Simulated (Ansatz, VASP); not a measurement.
# Cross-check of Fe (Fe wire along [111], 13 atoms a period) between VASP and Ansatz, part 2 of 3

Wanted: the spread between two codes on one cell, functional and k mesh. Of the first pair: The structure shown is the start of the Ansatz relaxation below; VASP solves that cell, so the two are compared at the walk's first step.

VASP 6.6.1 and Ansatz 0.2.0.

So far: The structure; Ansatz: relaxation, PBE.

## Step 3: VASP: single point, PBE, start cell, pair 1

Level of this step: PBE, spin-polarised from a ferromagnetic start; plane waves and PAW (Fe) (VASP).

The same cell, functional, mesh and smearing now go to VASP, with its own data sets.

Lines of VASP's logs that name or quote its potential files are left out, and so is its time.

Input file INCAR:

```
SYSTEM = Fe
PREC = Accurate
ENCUT = 520
EDIFF = 1E-06
NELM = 200
ISMEAR = -1
SIGMA = 0.05
LREAL = .FALSE.
ALGO = Normal
GGA = PE
NBANDS = 91
ISPIN = 2
MAGMOM = 2.77 2.56 2.77 2.77 2.42 2.42 2.42 2.42 2.42 2.42 2.77 2.77 2.77
LASPH = .TRUE.
LMAXMIX = 4
LORBIT = 11
LWAVE = .FALSE.
LCHARG = .FALSE.
ISIF = 2
GGA_COMPAT = .FALSE.
KPAR = 4
```

Input file POSCAR:

```
Fe
1.0
   14.8040000000      0.0000000000      0.0000000000
    0.0000000000     13.7320000000      0.0000000000
    0.0000000000      0.0000000000      2.4508520000
Fe
13
Direct
    0.3648262294      0.2475948150      0.0000000000
    0.5000000000      0.5000000000      0.0000000000
    0.6351737706      0.2475948150      0.0000000000
    0.7703475074      0.5000000000      0.0000000000
    0.3648262294      0.4158649141      0.3333334693
    0.5000000000      0.6682700990      0.3333334693
    0.6351737706      0.4158649141      0.3333334693
    0.3648262294      0.5841350859      0.6666665307
    0.5000000000      0.3317299010      0.6666665307
    0.6351737706      0.5841350859      0.6666665307
    0.2296524926      0.5000000000      0.0000000000
    0.3648262294      0.7524051850      0.0000000000
    0.6351737706      0.7524051850      0.0000000000
```

Input file KPOINTS:

```
Automatic mesh
0
Gamma
1 1 33
0 0 0
```

Potentials, in the order of the species: Fe (PBE family, release 64).

The run is started by

```console
mpirun -np 4 vasp_std
```

Numbers of over 12 decimals in the logs are rounded to 6 here.

Output:

```text
[banner, memory and clock lines left out]
running    4 mpi-ranks, on    1 nodes
 distrk:  each k-point on    1 cores,    4 groups
 distr:  one band on    1 cores,    1 groups

 POSCAR found type information on POSCAR Fe
 POSCAR found :  1 types and      13 ions
 LDA part: xc-table for (Slater+PW92), standard interpolation
 POSCAR, INCAR and KPOINTS ok, starting setup
 FFT: planning ... GRIDC
 FFT: planning ... GRID_SOFT
 FFT: planning ... GRID
 WAVECAR not read
 entering main loop
       N       E                     dE             d eps       ncg     rms          rms(c)
DAV:   1     0.820141601911E+03    0.82014E+03   -0.39936E+04  6220   0.107E+03
DAV:   2    -0.485065940023E+02   -0.86865E+03   -0.79347E+03  6188   0.273E+02
DAV:   3    -0.105195974696E+03   -0.56689E+02   -0.50503E+02  6686   0.103E+02
DAV:   4    -0.106958963220E+03   -0.17630E+01   -0.17335E+01  6861   0.197E+01
DAV:   5    -0.106989791221E+03   -0.30828E-01   -0.30798E-01  7074   0.210E+00    0.377E+01
DAV:   6    -0.206809535812E+03   -0.99820E+02   -0.17070E+02 10006   0.174E+02    0.122E+02
DAV:   7    -0.949642570682E+02    0.11185E+03   -0.96522E+01  8131   0.878E+01    0.232E+01
DAV:   8    -0.970592158558E+02   -0.20950E+01   -0.24428E+01  7968   0.478E+01    0.285E+01
DAV:   9    -0.991600515824E+02   -0.21008E+01   -0.35718E+01  7473   0.468E+01    0.281E+01
DAV:  10    -0.938013102758E+02    0.53587E+01   -0.47187E+00  7439   0.305E+01    0.102E+01
DAV:  11    -0.940060047638E+02   -0.20469E+00   -0.17948E+00  8846   0.853E+00    0.670E+00
DAV:  12    -0.943332586339E+02   -0.32725E+00   -0.53929E-01  8062   0.899E+00    0.642E+00
DAV:  13    -0.944190624224E+02   -0.85804E-01   -0.49736E-01  7328   0.107E+01    0.469E+00
DAV:  14    -0.945976899675E+02   -0.17863E+00   -0.25555E-01  8296   0.546E+00    0.383E+00
[...]
DAV:  21    -0.946243533961E+02   -0.25164E-01   -0.44854E-03  6387   0.368E-01    0.182E-01
DAV:  22    -0.946526525430E+02   -0.28299E-01   -0.59051E-03  6893   0.260E-01    0.151E-01
DAV:  23    -0.946526901866E+02   -0.37644E-04   -0.70225E-04  6762   0.179E-01    0.796E-02
DAV:  24    -0.946527234394E+02   -0.33253E-04   -0.11491E-04  6958   0.528E-02    0.346E-02
DAV:  25    -0.946527092916E+02    0.14148E-04   -0.45543E-05  7167   0.447E-02    0.168E-02
DAV:  26    -0.946526520994E+02    0.57192E-04   -0.20297E-05  6742   0.289E-02    0.117E-02
DAV:  27    -0.946526216125E+02    0.30487E-04   -0.77545E-06  6090   0.197E-02    0.686E-03
DAV:  28    -0.946526216257E+02   -0.13230E-07   -0.20193E-06  5433   0.990E-03
   1 F= -.94652622E+02 E0= -.94614441E+02  d E =-.763604E-01  mag=    35.7492
```

OUTCAR, selected parts (step 3):

```text
ion  position               nearest neighbor table
   1  0.365  0.248  0.000-   5 2.45   9 2.45   5 2.83   9 2.83
   2  0.500  0.500  0.000-   6 2.45   9 2.45   7 2.45   8 2.45   5 2.45  10 2.45   9 2.83   6 2.83
                            10 2.83   5 2.83   8 2.83   7 2.83
   3  0.635  0.248  0.000-   7 2.45   9 2.45   7 2.83   9 2.83
   4  0.770  0.500  0.000-   7 2.45  10 2.45  10 2.83   7 2.83
   5  0.365  0.416  0.333-   9 2.45   1 2.45  11 2.45   8 2.45   2 2.45   1 2.83  11 2.83   2 2.83
                             9 2.83   8 2.83
   6  0.500  0.668  0.333-   8 2.45  10 2.45   2 2.45  12 2.45  13 2.45   2 2.83  13 2.83  12 2.83
                             8 2.83  10 2.83
   7  0.635  0.416  0.333-   9 2.45   3 2.45   4 2.45  10 2.45   2 2.45   3 2.83   4 2.83   2 2.83
                             9 2.83  10 2.83
   8  0.365  0.584  0.667-   6 2.45  12 2.45  11 2.45   5 2.45   2 2.45  12 2.83  11 2.83   2 2.83
                             6 2.83   5 2.83
   9  0.500  0.332  0.667-   5 2.45   7 2.45   2 2.45   1 2.45   3 2.45   2 2.83   1 2.83   3 2.83
                             5 2.83   7 2.83
  10  0.635  0.584  0.667-   6 2.45  13 2.45   4 2.45   7 2.45   2 2.45  13 2.83   4 2.83   2 2.83
                             6 2.83   7 2.83
  11  0.230  0.500  0.000-   5 2.45   8 2.45   8 2.83   5 2.83
  12  0.365  0.752  0.000-   8 2.45   6 2.45   8 2.83   6 2.83
  13  0.635  0.752  0.000-  10 2.45   6 2.45  10 2.83   6 2.83

  LATTYP: Found a simple orthorhombic cell.
 ALAT       =     2.4508520000
 B/A-ratio  =     5.6029495049
 C/A-ratio  =     6.0403484176

 Subroutine GETGRP returns: Found  4 space group operations
 (whereof  4 operations were pure point group operations)

The static configuration has the point symmetry C_2h.

 Found     17 irreducible k-points:

   k-points           NKPTS =     17   k-points in BZ     NKDIM =     17   number of bands    NBANDS=     91

   dimension x,y,z NGX =   112 NGY =  108 NGZ =   18
   dimension x,y,z NGXF=   224 NGYF=  216 NGZF=   36

   ENCUT  =  520.0 eV  38.22 Ry    6.18 a.u.  27.53 25.53  4.56*2*pi/ulx,y,z

   NELECT =     104.0000    total number of electrons

 k-points in reciprocal lattice and weights: Automatic mesh
   0.00000000  0.00000000  0.00000000       0.030
   0.00000000  0.00000000  0.03030303       0.061
   0.00000000  0.00000000  0.06060606       0.061
   0.00000000  0.00000000  0.09090909       0.061
   0.00000000  0.00000000  0.12121212       0.061
   0.00000000  0.00000000  0.15151515       0.061
   0.00000000  0.00000000  0.18181818       0.061
   0.00000000  0.00000000  0.21212121       0.061
   0.00000000  0.00000000  0.24242424       0.061
[...]
0.00000000  0.00000000  0.45454545       0.061
   0.00000000  0.00000000  0.48484848       0.061

 average (electrostatic) potential at core
       1 -50.0366       2 -49.7854       3 -50.0366       4 -50.0371       5 -49.8351
       6 -49.8348       7 -49.8351       8 -49.8351       9 -49.8348      10 -49.8351
      11 -50.0371      12 -50.0366      13 -50.0366

 E-fermi :  -0.8270

 spin component 1
 k-point     1 :       0.0000    0.0000    0.0000
  band No.  band energies     occupation
    ...
     70      -1.2939      0.99991
     71      -1.2845      0.99989
     72      -1.1124      0.99669
     73      -1.0900      0.99483
     74      -1.0895      0.99477
     75      -0.7060      0.08160
     76      -0.6015      0.01088
     77      -0.5404      0.00323
     78       0.0345      0.00000
     79       0.2552      0.00000
    ...

 k-point     2 :       0.0000    0.0000    0.0303
  band No.  band energies     occupation
    ...
     70      -1.2716      0.99986
     71      -1.2641      0.99984
     72      -1.1189      0.99709
     73      -1.0838      0.99415
     74      -1.0637      0.99129
     75      -0.6497      0.02803
     76      -0.5657      0.00534
     77      -0.4870      0.00111
     78       0.1234      0.00000
     79       0.2953      0.00000
    ...

 k-point     3 :       0.0000    0.0000    0.0606
  band No.  band energies     occupation
    ...
     70      -1.2255      0.99965
     71      -1.2214      0.99962
     72      -1.1622      0.99877
     73      -0.9971      0.96776
     74      -0.9766      0.95215
     75      -0.4991      0.00142
     76      -0.4621      0.00068
     77      -0.3415      0.00006
     78       0.3529      0.00000
     79       0.4093      0.00000
    ...

 k-point     4 :       0.0000    0.0000    0.0909
  band No.  band energies     occupation
    ...
     69      -1.6684      1.00000
     70      -1.1880      0.99927
     71      -1.1863      0.99924
     72      -1.1810      0.99916
     73      -0.8468      0.59754
     74      -0.8255      0.49214
     75      -0.3013      0.00003
     76      -0.2851      0.00002
     77      -0.1310      0.00000
     78       0.5830      0.00000
    ...

 k-point     5 :       0.0000    0.0000    0.1212
  band No.  band energies     occupation
    ...
     68      -1.6088      1.00000
     69      -1.6065      1.00000
     70      -1.1702      0.99896
     71      -1.1643      0.99883
     72      -1.1631      0.99880
     73      -0.6530      0.02987
     74      -0.6302      0.01915
     75      -0.0947      0.00000
     76      -0.0296      0.00000
     77       0.1234      0.00000
    ...

 k-point     6 :       0.0000    0.0000    0.1515
  band No.  band energies     occupation
    ...
     68      -1.5312      1.00000
     69      -1.4958      1.00000
     70      -1.1509      0.99847
     71      -1.1502      0.99844
     72      -1.1329      0.99780
     73      -0.4307      0.00036
     74      -0.4063      0.00022
     75       0.1489      0.00000
     76       0.2568      0.00000
     77       0.4099      0.00000
    ...

  Total       -5.8384861     -5.9448877     -3.9671515      0.0000000     -0.0007171      0.0000000
  in kB      -18.7750401    -19.1171997    -12.7573189      0.0000000     -0.0023060      0.0000000
  external PRESSURE =     -16.8831863 kB  Pullay stress =       0.0000000 kB

  energy-cutoff  :      520.00
  volume of cell :      498.23
      direct lattice vectors                 reciprocal lattice vectors
    14.804000000  0.000000000  0.000000000     0.067549311  0.000000000  0.000000000
     0.000000000 13.732000000  0.000000000     0.000000000  0.072822604  0.000000000
     0.000000000  0.000000000  2.450852000     0.000000000  0.000000000  0.408021374

 POSITION                                       TOTAL-FORCE (eV/Angst)
 -----------------------------------------------------------------------------------
      5.40089      3.39997      0.00000         0.480626      0.833558      0.001340
      7.40200      6.86600      0.00000         0.000000      0.000000     -0.000000
      9.40311      3.39997      0.00000        -0.480626      0.833558      0.001340
     11.40422      6.86600      0.00000        -0.966548      0.000000     -0.000000
      5.40089      5.71066      0.81695        -0.715742     -0.416324      0.151426
      7.40200      9.17668      0.81695         0.000000      0.825587      0.151879
      9.40311      5.71066      0.81695         0.715742     -0.416324      0.151426
      5.40089      8.02134      1.63390        -0.715742      0.416324     -0.151426
      7.40200      4.55532      1.63390         0.000000     -0.825587     -0.151879
      9.40311      8.02134      1.63390         0.715742      0.416324     -0.151426
      3.39978      6.86600      0.00000         0.966548      0.000000     -0.000000
      5.40089     10.33203      0.00000         0.480626     -0.833558     -0.001340
      9.40311     10.33203      0.00000        -0.480626     -0.833558     -0.001340
 -----------------------------------------------------------------------------------
    total drift:                                0.000000     -0.000000     -0.000000

  FREE ENERGIE OF THE ION-ELECTRON SYSTEM (eV)
  ---------------------------------------------------
  free  energy   TOTEN  =       -94.6526216257 eV

  energy  without entropy=      -94.5762611772  energy(sigma->0) =      -94.61444140

 total charge
# of ion       s       p       d       tot
------------------------------------------
    1        0.472   0.246   6.200   6.918
    2        0.481   0.536   6.263   7.280
    3        0.472   0.246   6.200   6.918
    4        0.472   0.247   6.200   6.918
    5        0.474   0.481   6.232   7.187
    6        0.474   0.481   6.231   7.187
    7        0.474   0.481   6.232   7.187
    8        0.474   0.481   6.232   7.187
    9        0.474   0.481   6.231   7.187
   10        0.474   0.481   6.232   7.187
   11        0.472   0.247   6.200   6.918
   12        0.472   0.246   6.200   6.918
   13        0.472   0.246   6.200   6.918
--------------------------------------------------
tot          6.155   4.900  80.852  91.907

 magnetization (x)
# of ion       s       p       d       tot
------------------------------------------
    1        0.030   0.024   2.856   2.910
    2       -0.019  -0.060   2.475   2.396
    3        0.030   0.024   2.856   2.910
    4        0.030   0.024   2.856   2.910
    5       -0.016  -0.058   2.526   2.451
    6       -0.016  -0.058   2.526   2.452
    7       -0.016  -0.058   2.526   2.451
    8       -0.016  -0.058   2.526   2.451
    9       -0.016  -0.058   2.526   2.452
   10       -0.016  -0.058   2.526   2.451
   11        0.030   0.024   2.856   2.910
   12        0.030   0.024   2.856   2.910
   13        0.030   0.024   2.856   2.910
--------------------------------------------------
tot          0.066  -0.267  34.765  34.565

[... 6 further parts left out ...]
```

The magnetic state follows from one typed start and may not be the lowest.

## Step 4: Side by side

Known differences besides the potentials themselves: VASP starts from the moments at which Ansatz ended; the data sets hold 208 valence electrons in Ansatz (on its PAW soft_1 files) and 104 in VASP; the cutoff is 420 eV in Ansatz and 520 eV in VASP. Total energies have different zeros and are not compared.

Forces on 9 of the 13 atoms, those with the largest forces and the largest differences (eV/Å; atoms numbered as in POSCAR):

```tsv
atom	Ansatz x, y, z	VASP x, y, z
Fe1	0.478, 0.831, 0.001	0.481, 0.834, 0.001
Fe3	-0.478, 0.831, 0.001	-0.481, 0.834, 0.001
Fe4	-0.963, 0.000, 0.000	-0.967, 0.000, 0.000
Fe5	-0.720, -0.419, 0.162	-0.716, -0.416, 0.151
Fe7	0.720, -0.419, 0.162	0.716, -0.416, 0.151
Fe8	-0.720, 0.419, -0.162	-0.716, 0.416, -0.151
Fe11	0.963, 0.000, 0.000	0.967, 0.000, 0.000
Fe12	0.478, -0.831, -0.001	0.481, -0.834, -0.001
Fe13	-0.478, -0.831, -0.001	-0.481, -0.834, -0.001
```

The forces differ by 4.9 meV/Å r.m.s., which is 1.0 % of the r.m.s. force of 0.502 eV/Å (both taken over all components). Moments aren't recorded for both runs of this pair, so they may hold unlike magnetic states.

## Step 5: Ansatz: relaxation, PBE

This run makes the geometry at which the two programs are then compared. The cell compared in this pair holds 495.21 Å³, against 498.23 Å³ for the pair before.

The structure compared here is the end of the Ansatz relaxation.

Input file input.yaml:

```yaml
crystal:
  lattice:
    - [14.804, 0.0, 0.0]
    - [0.0, 13.732, 0.0]
    - [0.0, 0.0, 2.4508518927]
  atoms:
    - { symbol: Fe, position: [0.364841407, 0.247596854, 0.0], spin: 2.4 }
    - { symbol: Fe, position: [0.500015157, 0.500002038, 0.0], spin: 2.4 }
    - { symbol: Fe, position: [0.635188907, 0.247596854, 0.0], spin: 2.4 }
    - { symbol: Fe, position: [0.770362656, 0.500002038, 0.0], spin: 2.4 }
    - { symbol: Fe, position: [0.364841407, 0.415866977, 0.333333333], spin: 2.4 }
    - { symbol: Fe, position: [0.500015157, 0.668272161, 0.333333333], spin: 2.4 }
    - { symbol: Fe, position: [0.635188907, 0.415866977, 0.333333333], spin: 2.4 }
    - { symbol: Fe, position: [0.364841407, 0.584137099, 0.666666667], spin: 2.4 }
    - { symbol: Fe, position: [0.500015157, 0.331731915, 0.666666667], spin: 2.4 }
    - { symbol: Fe, position: [0.635188907, 0.584137099, 0.666666667], spin: 2.4 }
    - { symbol: Fe, position: [0.229667657, 0.500002038, 0.0], spin: 2.4 }
    - { symbol: Fe, position: [0.364841407, 0.752407222, 0.0], spin: 2.4 }
    - { symbol: Fe, position: [0.635188907, 0.752407222, 0.0], spin: 2.4 }
magnetization:
  spin_polarized: true
kpoints:
  mp_grid: { grid: [1, 1, 33] }
scf:
  occupations: { method: fermi_dirac, width: 0.05 }
hamiltonian:
  xc: pbe
  pseudopotentials: { kind: paw, azcp: { folder: soft_1 } }
relax:
  cell: { fix: [a, b, alpha, beta, gamma] }
  max_steps: 45
  f_tol: 0.03
```

The run is started by

```console
ansatz run input.yaml --threads 4 --pin off --max-ram 16384MiB --backend cpu --events-out ev --progress --plain --runs-dir out
```

Output:

```text
[...]
Crystal: 13 atoms, lattice volume = 498.230 Å³
Basis set: ecut = 420 eV, 9641 PW (Γ), exchange–correlation on 200×192×36 points (8 copies of the dense FFT grid, shifted against one another)
Bands: 144, of which v1, the nominal top of the filled ones, is band 104 counted from 1 (103 counted from 0)
Symmetry: 4 space group operations
[...]
- { symbol: Fe, position: [0.638071, 0.414024, 0.356983] }
    - { symbol: Fe, position: [0.361959, 0.585976, 0.643017] }
    - { symbol: Fe, position: [0.500015, 0.328129, 0.643918] }
    - { symbol: Fe, position: [0.638071, 0.585976, 0.643017] }
    - { symbol: Fe, position: [0.237517, 0.5, 0] }
    - { symbol: Fe, position: [0.368739, 0.745206, -0.000688568] }
    - { symbol: Fe, position: [0.631291, 0.745206, -0.000688568] }
[key lines of the parts left out:]
SCF converged after 8 iterations
Magnetization: 35.1918 μB (121.5959 up, 86.4041 down)
Free energy (F): -58234.135211 eV
Fermi energy:    2.911622 eV
P = ⅓ Tr σ = -0.0088 GPa (-0.088 kbar)
```

(Continued in part 3 of 3.)

[Lines on the potential files, build, host, timing and source positions are cut from VASP's logs without a mark.]

[Logs are printed without paths, hosts, clocks, repeated set-up lines and the standing remarks that a program may print on its own settings, such as how far it seeks lower states.]

[Hosts, paths, dates, database ids (printed as entryN), source tags and the programs' standing remarks are cut or masked in the printed files.]
